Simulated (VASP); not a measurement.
Input:

```
CELL_PARAMETERS angstrom
      1.61686    -2.80048     0.00000
      1.61686     2.80048     0.00000
      0.00000     0.00000    14.28426
ATOMIC_POSITIONS crystal
  W  0.33333 0.66667 0.25000
  W  0.66667 0.33333 0.75000
  Se 0.33333 0.66667 0.86593
  Se 0.66667 0.33333 0.36593
  Se 0.66667 0.33333 0.13407
  Se 0.33333 0.66667 0.63407
```

Level of theory: AM05 GGA, VASP's PBE PAW potentials (set 64) (plane waves; VASP). Numerical set-up: 520 eV cut-off, 8×8×2 Γ-centred mesh, Gaussian smearing of 0.050 eV, potentials W_sv Se.

Without a dispersion term in the relaxation, distances and binding between the weakly bound layers, chains or molecules are unreliable, and so is what depends on them.

Question: The ions and cell shape at fixed volume are relaxed. Which structure does the run end with?

Answer: 
```
CELL_PARAMETERS angstrom
      1.63292    -2.82829     0.00000
      1.63292     2.82829     0.00000
      0.00000     0.00000    14.00468
ATOMIC_POSITIONS crystal
  W  0.33333 0.66667 0.25000
  W  0.66667 0.33333 0.75000
  Se 0.33333 0.66667 0.86945
  Se 0.66667 0.33333 0.36945
  Se 0.66667 0.33333 0.13055
  Se 0.33333 0.66667 0.63055
```
Space group P6_3/mmc (194), at a tolerance of 0.03 Å.

Question: How much energy does the relaxation gain?

Answer: The energy (σ→0) changes by -8.2 meV/atom, in 8 ionic steps.

The compound is WSe2 in the 2H layered structure. This cell is one point of a volume scan, at 0.97 of the reference volume. Symmetry was kept, so distortions that lower it aren't found.
